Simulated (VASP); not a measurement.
# MnCuAs: structure and properties in VASP, part 8 of 8

What structure does MnCuAs take at this level, and what are its properties? The start is a computed cell from the Materials Project.

VASP 6.6.1, plane waves and PAW; the level of theory is named at each step.

Still holding for the runs below: The magnetic order is the lowest of the few collinear ones that converged above; longer or canted patterns were not tried.

So far, largest spin moment in the PAW sphere (μB): step 2 (magnetic order: ferromagnetic) 3.38; step 5 (magnetic order: antiferromagnetic, q = (1/2, 1/2, 1/2)) 3.45; step 6 (magnetic order: antiferromagnetic, q = (1/2, 1/2, 0)) 3.40; step 8 (relaxing cell and atoms (PBEsol)) 3.02; step 12 (total and projected DOS (PBEsol)) 3.06. The relaxed cell has a = 3.571, c = 6.314 Å (conventional setting).

### Step 13. Vibrations at Γ (PBEsol) (continued)

Level of this step: PBEsol, spin-polarised from an antiferromagnetic start; plane waves and PAW (Mn_pv, Cu, As) (VASP).

OUTCAR, selected parts (step 13):

```text
   k-points           NKPTS =     45   k-points in BZ     NKDIM =     45   number of bands    NBANDS=     38

   NELECT =      58.0000    total number of electrons

  Total        0.1515462      0.1515462      0.2183489      0.0000000     -0.0000000      0.0000000
  in kB        3.0154319      3.0154319      4.3446568      0.0000000     -0.0000000      0.0000000
  external PRESSURE =       3.4585069 kB  Pullay stress =       0.0000000 kB

 POSITION                                       TOTAL-FORCE (eV/Angst)
 -----------------------------------------------------------------------------------
      0.00000      1.78559      0.94392         0.000000      0.000000     -0.010399
      1.78559      0.00000      5.36979        -0.000000      0.000000      0.010399
      0.00000      0.00000      3.15686         0.000000      0.000000     -0.000000
      1.78559      1.78559      3.15686         0.000000     -0.000000     -0.000000
      0.00000      1.78559      4.90288         0.000000      0.000000     -0.037809
      1.78559      0.00000      1.41083        -0.000000      0.000000      0.037809
 -----------------------------------------------------------------------------------
    total drift:                                0.000000      0.000000     -0.000000

 Eigenvectors and eigenvalues of the dynamical matrix
 ----------------------------------------------------

   1 f  =    8.369566 THz    52.587532 2PiTHz  279.178660 cm-1    34.613727 meV
             X         Y         Z           dx          dy          dz
      0.000000  1.785586  0.943920     0.000000   -0.000000   -0.482162
      1.785586  0.000000  5.369792     0.000000    0.000000   -0.482162
      0.000000  0.000000  3.156856    -0.000000    0.000000   -0.103502
      1.785586  1.785586  3.156856     0.000000   -0.000000   -0.103502
      0.000000  1.785586  4.902881    -0.000000   -0.000000    0.506762
      1.785586  0.000000  1.410831    -0.000000   -0.000000    0.506762

   2 f  =    8.216909 THz    51.628361 2PiTHz  274.086579 cm-1    33.982390 meV
             X         Y         Z           dx          dy          dz
      0.000000  1.785586  0.943920    -0.000000    0.000000   -0.458288
      1.785586  0.000000  5.369792     0.000000    0.000000    0.458288
      0.000000  0.000000  3.156856    -0.000000    0.000000    0.000000
      1.785586  1.785586  3.156856     0.000000   -0.000000    0.000000
      0.000000  1.785586  4.902881    -0.000000   -0.000000    0.538491
      1.785586  0.000000  1.410831     0.000000   -0.000000   -0.538491

   3 f  =    7.002764 THz    43.999665 2PiTHz  233.587071 cm-1    28.961093 meV
             X         Y         Z           dx          dy          dz
      0.000000  1.785586  0.943920     0.302841    0.141525    0.000000
      1.785586  0.000000  5.369792    -0.302841   -0.141525   -0.000000
      0.000000  0.000000  3.156856     0.439417   -0.205351    0.000000
      1.785586  1.785586  3.156856    -0.439417    0.205351   -0.000000
      0.000000  1.785586  4.902881     0.354369    0.165605    0.000000
      1.785586  0.000000  1.410831    -0.354369   -0.165605   -0.000000

   4 f  =    7.002764 THz    43.999665 2PiTHz  233.587071 cm-1    28.961093 meV
             X         Y         Z           dx          dy          dz
      0.000000  1.785586  0.943920    -0.141525    0.302841    0.000000
      1.785586  0.000000  5.369792     0.141525   -0.302841    0.000000
      0.000000  0.000000  3.156856    -0.205351   -0.439417    0.000000
      1.785586  1.785586  3.156856     0.205351    0.439417    0.000000
      0.000000  1.785586  4.902881    -0.165605    0.354369    0.000000
      1.785586  0.000000  1.410831     0.165605   -0.354369   -0.000000

   5 f  =    6.288743 THz    39.513338 2PiTHz  209.769889 cm-1    26.008140 meV
             X         Y         Z           dx          dy          dz
      0.000000  1.785586  0.943920    -0.072516   -0.456014   -0.000000
      1.785586  0.000000  5.369792    -0.072516   -0.456014   -0.000000
[...]
X         Y         Z           dx          dy          dz
      0.000000  1.785586  0.943920    -0.091554   -0.401953   -0.000000
      1.785586  0.000000  5.369792     0.091554    0.401953   -0.000000
      0.000000  0.000000  3.156856     0.112154   -0.492393    0.000000
      1.785586  1.785586  3.156856    -0.112154    0.492393    0.000000
      0.000000  1.785586  4.902881    -0.060829   -0.267060   -0.000000
      1.785586  0.000000  1.410831     0.060829    0.267060   -0.000000

   9 f  =    5.692918 THz    35.769660 2PiTHz  189.895310 cm-1    23.544007 meV
             X         Y         Z           dx          dy          dz
      0.000000  1.785586  0.943920     0.401953   -0.091554    0.000000
      1.785586  0.000000  5.369792    -0.401953    0.091554   -0.000000
      0.000000  0.000000  3.156856    -0.492393   -0.112154   -0.000000
      1.785586  1.785586  3.156856     0.492393    0.112154    0.000000
      0.000000  1.785586  4.902881     0.267060   -0.060829    0.000000
      1.785586  0.000000  1.410831    -0.267060    0.060829   -0.000000

  10 f  =    5.161345 THz    32.429688 2PiTHz  172.163942 cm-1    21.345599 meV
             X         Y         Z           dx          dy          dz
      0.000000  1.785586  0.943920     0.000000    0.000000   -0.538491
      1.785586  0.000000  5.369792    -0.000000    0.000000    0.538491
      0.000000  0.000000  3.156856    -0.000000    0.000000    0.000000
      1.785586  1.785586  3.156856     0.000000    0.000000   -0.000000
      0.000000  1.785586  4.902881    -0.000000   -0.000000   -0.458288
      1.785586  0.000000  1.410831    -0.000000    0.000000    0.458288

  11 f  =    3.682309 THz    23.136627 2PiTHz  122.828591 cm-1    15.228798 meV
             X         Y         Z           dx          dy          dz
      0.000000  1.785586  0.943920    -0.000000    0.000000   -0.000000
      1.785586  0.000000  5.369792    -0.000000   -0.000000    0.000000
      0.000000  0.000000  3.156856     0.000000    0.000000   -0.707107
      1.785586  1.785586  3.156856     0.000000    0.000000    0.707107
      0.000000  1.785586  4.902881    -0.000000   -0.000000   -0.000000
      1.785586  0.000000  1.410831     0.000000    0.000000    0.000000

  12 f  =    3.219371 THz    20.227907 2PiTHz  107.386673 cm-1    13.314245 meV
             X         Y         Z           dx          dy          dz
      0.000000  1.785586  0.943920     0.261841    0.276852    0.000000
      1.785586  0.000000  5.369792     0.261841    0.276852   -0.000000
      0.000000  0.000000  3.156856    -0.386138   -0.408276   -0.000000
      1.785586  1.785586  3.156856    -0.386138   -0.408276    0.000000
      0.000000  1.785586  4.902881     0.135699    0.143479    0.000000
      1.785586  0.000000  1.410831     0.135699    0.143479   -0.000000

  13 f  =    3.219371 THz    20.227907 2PiTHz  107.386673 cm-1    13.314245 meV
             X         Y         Z           dx          dy          dz
      0.000000  1.785586  0.943920     0.276852   -0.261841    0.000000
      1.785586  0.000000  5.369792     0.276852   -0.261841   -0.000000
      0.000000  0.000000  3.156856    -0.408276    0.386138    0.000000
      1.785586  1.785586  3.156856    -0.408276    0.386138   -0.000000
      0.000000  1.785586  4.902881     0.143479   -0.135699   -0.000000
      1.785586  0.000000  1.410831     0.143479   -0.135699   -0.000000
    [... 43 further lines ...]
      0.000000  1.785586  4.902881     0.000000    0.000000    0.439543
      1.785586  0.000000  1.410831     0.000000    0.000000    0.439543

 ELASTIC MODULI CONTR FROM IONIC RELAXATION (kBar)
 Direction    XX          YY          ZZ          XY          YZ          ZX
 --------------------------------------------------------------------------------
 XX        -194.7108    -99.7717    149.9775      0.0000      0.0000      0.0000
 YY         -99.7717   -194.7108    149.9775      0.0000      0.0000     -0.0000
 ZZ         149.9775    149.9775   -224.3005      0.0000     -0.0000      0.0000
 XY           0.0000      0.0000      0.0000      0.0000      0.0000      0.0000
 YZ           0.0000      0.0000     -0.0000      0.0000    -31.4045      0.0000
 ZX           0.0000     -0.0000      0.0000      0.0000      0.0000    -55.5015
 --------------------------------------------------------------------------------

 magnetization (x)
# of ion       s       p       d       tot
------------------------------------------
    1        0.030   0.037   2.991   3.058
    2       -0.030  -0.037  -2.991  -3.058
    3        0.000   0.000   0.000   0.000
    4        0.000   0.000   0.000   0.000
    5       -0.008   0.020  -0.003   0.009
    6        0.008  -0.020   0.003  -0.009
--------------------------------------------------
tot          0.000   0.000   0.000   0.000

[... 7 parts as in an earlier step ...]

[... 3 further parts left out ...]
```

Energies printed during the response cycles are not total energies of the cell.

This step gave:

```
bands                     : 38
pressure of the cell      : 0.3459 GPa
largest force of the cell : 0.03781 eV/Å
Fermi energy              : 8.812 eV
```

The modes at Γ (shares of kinetic energy by element, %):

```
mode  frequency (cm⁻¹)  symmetry  Mn %  Cu %  As %
   1              -1.1  acoustic    28    33    39
   2              -0.9  acoustic    28    33    38
   3              -0.9  acoustic    28    33    38
   4              89.6        Eg    44     2    54
   5              89.6        Eg    44     2    54
   6             107.4        Eu    29    63     8
   7             107.4        Eu    29    63     8
   8             122.8        Bg     0   100     0
   9             172.2       A1g    58     0    42
  10             189.9        Eg    34    51    15
  11             189.9        Eg    34    51    15
  12             197.1       A2u    25    65    10
  13             209.8        Eu    43     3    54
  14             209.8        Eu    43     3    54
  15             233.6        Eg    22    47    31
  16             233.6        Eg    22    47    31
  17             274.1       A1g    42     0    58
  18             279.2       A2u    46     2    51
```

Displacements in mode 4 (89.6 cm⁻¹), the largest set to 1:
```
Mn1 -0.66  1.00  0.00
Mn2  0.66 -1.00  0.00
Cu3 -0.13 -0.20  0.00
Cu4  0.13  0.20  0.00
As5  0.63 -0.96  0.00
As6 -0.63  0.96  0.00
```

Displacements in mode 15 (233.6 cm⁻¹), the largest set to 1:
```
Mn1 -0.35  0.74  0.00
Mn2  0.35 -0.74  0.00
Cu3 -0.47 -1.00  0.00
Cu4  0.47  1.00  0.00
As5 -0.35  0.74  0.00
As6  0.35 -0.74  0.00
```

The three acoustic modes lie within 1.1 cm⁻¹ of zero, and all others are real. By the characters of their eigenvectors the optical modes sort into (cm⁻¹) Raman active: Eg 90, Bg 123, A1g 172, Eg 190, Eg 234, A1g 274; infrared active: Eu 107, A2u 197, Eu 210, A2u 279. B labels carry no number here, since it depends on the setting of the axes. With a centre of inversion no mode is active in both.

### Step 14. Bands along the symmetry lines (PBEsol), changed input

This run is made with a changed input; what comes of it follows.

File INCAR:

```
SYSTEM = MnCuAs
PREC = Accurate
ENCUT = 400
EDIFF = 1E-06
NELM = 69
ISMEAR = 1
SIGMA = 0.2
LREAL = .FALSE.
ALGO = Normal
GGA = QQ
NBANDS = 48
ISPIN = 2
MAGMOM = 3.025 -3.025 0 0 0.011 -0.011
LASPH = .TRUE.
LMAXMIX = 4
LORBIT = 11
LWAVE = .FALSE.
LCHARG = .FALSE.
KPAR = 8
```

File POSCAR:

```
MnCuAs
1.0
    3.5711713683      0.0000000000      0.0000000000
    0.0000000000      3.5711713683      0.0000000000
    0.0000000000      0.0000000000      6.3137112322
Mn Cu As
2 2 2
Direct
    0.0000000000      0.5000000000      0.1495031497
    0.5000000000      0.0000000000      0.8504968503
    0.0000000000      0.0000000000      0.5000000000
    0.5000000000      0.5000000000      0.5000000000
    0.0000000000      0.5000000000      0.7765449474
    0.5000000000      0.0000000000      0.2234550526
```

File KPOINTS:

```
Automatic mesh
0
Gamma
6 6 4
0 0 0
```

File KPOINTS_OPT:

```
Line mode
16
Line-mode
Reciprocal
  0.00000000   0.00000000   0.00000000 GAMMA
  0.00000000   0.50000000   0.00000000 X

  0.00000000   0.50000000   0.00000000 X
  0.50000000   0.50000000   0.00000000 M

  0.50000000   0.50000000   0.00000000 M
  0.00000000   0.00000000   0.00000000 GAMMA

  0.00000000   0.00000000   0.00000000 GAMMA
  0.00000000   0.00000000   0.50000000 Z

  0.00000000   0.00000000   0.50000000 Z
  0.00000000   0.50000000   0.50000000 R

  0.00000000   0.50000000   0.50000000 R
  0.50000000   0.50000000   0.50000000 A

  0.50000000   0.50000000   0.50000000 A
  0.00000000   0.00000000   0.50000000 Z

  0.00000000   0.50000000   0.00000000 X
  0.00000000   0.50000000   0.50000000 R

  0.50000000   0.50000000   0.00000000 M
  0.50000000   0.50000000   0.50000000 A
```

PAW data sets: Mn_pv, Cu and As (PBE family, release 64).

On the command line:

```bash
mpirun -np 8 vasp_std
```

What it wrote:

```text
[banner, memory and clock lines left out]
running    8 mpi-ranks, on    1 nodes
[...]
|                                                                             |
|           W    W    AA    RRRRR   N    N  II  N    N   GGGG   !!!           |
|           W    W   A  A   R    R  NN   N  II  NN   N  G    G  !!!           |
|           W    W  A    A  R    R  N N  N  II  N N  N  G       !!!           |
|           W WW W  AAAAAA  RRRRR   N  N N  II  N  N N  G  GGG   !            |
|           WW  WW  A    A  R   R   N   NN  II  N   NN  G    G                |
|           W    W  A    A  R    R  N    N  II  N    N   GGGG   !!!           |
|                                                                             |
|     For optimal performance we recommend to set                             |
|       NCORE = 2 up to number-of-cores-per-socket                            |
|     NCORE specifies how many cores store one orbital (NPAR=cpu/NCORE).      |
|     This setting can greatly improve the performance of VASP for DFT.       |
|     The default, NCORE=1 might be grossly inefficient on modern             |
|     multi-core architectures or massively parallel machines. Do your        |
|     Unfortunately you need to use the default for GW and RPA                |
|     calculations (for HF NCORE is supported but not extensively tested      |
|     yet).                                                                   |
|                                                                             |

|                                                                             |
|     EEEEEEE  RRRRRR   RRRRRR   OOOOOOO  RRRRRR      ###     ###     ###     |
|     E        R     R  R     R  O     O  R     R     ###     ###     ###     |
|     E        R     R  R     R  O     O  R     R     ###     ###     ###     |
|     EEEEE    RRRRRR   RRRRRR   O     O  RRRRRR       #       #       #      |
|     E        R   R    R   R    O     O  R   R                               |
|     E        R    R   R    R   O     O  R    R      ###     ###     ###     |
|     EEEEEEE  R     R  R     R  OOOOOOO  R     R     ###     ###     ###     |
|                                                                             |
|     Error: One of the selected functionals does not exist.                  |
|                                                                             |
|       ---->  I REFUSE TO CONTINUE WITH THIS SICK JOB ... BYE!!! <----       |
|                                                                             |

1
1
1
1
1
1
1
1
```

Elapsed: 5.4 s, on 8 MPI ranks of AMD EPYC 9R45, shared host.

VASP stopped before it finished a first electronic cycle.

VASP's message: “Error: One of the selected functionals does not exist.”. No number of this run is used.

The fault in the input: unknown functional word (GGA = "QQ"). Use a GGA word that VASP lists.

### Step 15. What came out

```
relaxed volume                            : 13.42 Å³/atom
relaxed conventional cell a, b, c         : 3.571, 3.571, 6.314 Å
space group after relaxing, within 0.02 Å : P4/nmm (No. 129)
moment of the cell (9×9×5 mesh)           : 0 μB
largest site moment (9×9×5 mesh)          : 3.06 μB on Mn1
band gap                                  : none, a metal
DOS at the Fermi level                    : 1.71 states/eV/cell
highest zone-centre mode                  : 279 cm⁻¹
```

**Reading.** With PBEsol, MnCuAs relaxes to 13.42 Å³/atom in space group P4/nmm, comes out as a metal and keeps moments of up to 3.06 μB (9×9×5 mesh). Of 5 collinear starts at PBEsol, the lowest ends antiferromagnetic; experiment finds antiferromagnetic order below 507 K (arxiv:2001.01947), whose pattern may be longer, canted or incommensurate, which these cells can't show. Band structure (PBEsol): Of the bands kept, 2 cross the Fermi level on this path. Vibrations at Γ (PBEsol): The highest mode in this list at Γ, 279.2 cm⁻¹, has its largest share on As (51 % of the kinetic energy). Spin-orbit coupling is left out; it would split some degenerate bands. The k-sampling is coarse for a metal, so the Fermi level, moments, pressures and the shape of the cell carry errors. Only a few collinear orders were tried, on the cell as listed. Modes at Γ alone can't show that the crystal is stable at other wave vectors. No search among competing phases was made, and a listed structure need not be the one stable at ambient conditions. All values are for a static lattice at zero temperature.

[Lines on the potential files, build, host, timing and source positions are cut from VASP's logs without a mark.]

[Logs are printed without paths, hosts, clocks, repeated set-up lines and the standing remarks that a program may print on its own settings, such as how far it seeks lower states.]

[Hosts, paths, dates, database ids (printed as entryN), source tags and the programs' standing remarks are cut or masked in the printed files.]

[A measured line is paired with the nearest computed mode of its activity, which favours agreement.]
